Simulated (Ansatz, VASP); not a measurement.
# Si3Sn in VASP and in Ansatz

File INCAR:

```
  PREC = Accurate
  ENCUT = 520
  EDIFF = 1E-6
  ISMEAR = 0
  SIGMA = 0.1
  LREAL = F
  LASPH = T
  NELM = 60
  ALGO = Normal
  ISIF = 2
  LWAVE = F
  LCHARG = F
  GGA = PE
  NBANDS = 21
```

The input KPOINTS:

```
regular mesh
0
Gamma
  4 4 4
```

POSCAR

```
Si3Sn
1.0
    4.2266898500      0.0000000000      0.0000000000
    0.0000000000      4.2266898500      0.0000000000
    0.0000000000      0.0000000000      4.2266898500
Si Sn
3 1
Direct
    0.5000000000      0.0000000000      0.0000000000
    0.0000000000      0.5000000000      0.0000000000
    0.0000000000      0.0000000000      0.5000000000
    0.5000000000      0.5000000000      0.5000000000
```

Input for Ansatz:

```yaml
crystal:
  lattice:
    - [4.22668985, 0.0, 0.0]
    - [0.0, 4.22668985, 0.0]
    - [0.0, 0.0, 4.22668985]
  atoms:
    - { symbol: Si, position: [0.5, 0.0, 0.0] }
    - { symbol: Si, position: [0.0, 0.5, 0.0] }
    - { symbol: Si, position: [0.0, 0.0, 0.5] }
    - { symbol: Sn, position: [0.5, 0.5, 0.5] }
basis:
  ecutwfc: 420
kpoints:
  mp_grid: { grid: [4, 4, 4] }
hamiltonian:
  xc: pbe
scf:
  occupations: { method: gaussian, width: 0.1 }
  lower_state_search: "off"
output:
  forces: true
  stress: true
  eigenvalues: true
```

Change from the starting cell: species swapped into the TaRu3 type (Pm-3m, No. 221).

Alike in both runs: task single point; functional PBE; k mesh 4 × 4 × 4; occupations gaussian, width 0.1 eV; no spin polarisation.

|  | VASP | Ansatz |
| --- | --- | --- |
| version | VASP 6.6.1 | Ansatz 0.2.0 |
| potentials or method | VASP PAW PBE potentials, release 64 (Si, Sn_d) | scalar-relativistic, plane waves, PAW |
| plane-wave cutoff (eV) | 520 | 420 |
| valence electrons in the cell | 26 | 26 |

|  | VASP | Ansatz | Ansatz less VASP |
| --- | --- | --- | --- |
| gap on the k mesh at the Fermi level (eV) | none | none | - |
| pressure (GPa) | 1.2 | 1.3 | +0.04 |

A gap of «none» marks a metal or a gap that the smearing closes.

Caveats: the k mesh is coarse (spacing up to 0.37 Å⁻¹), so the values aren't converged.
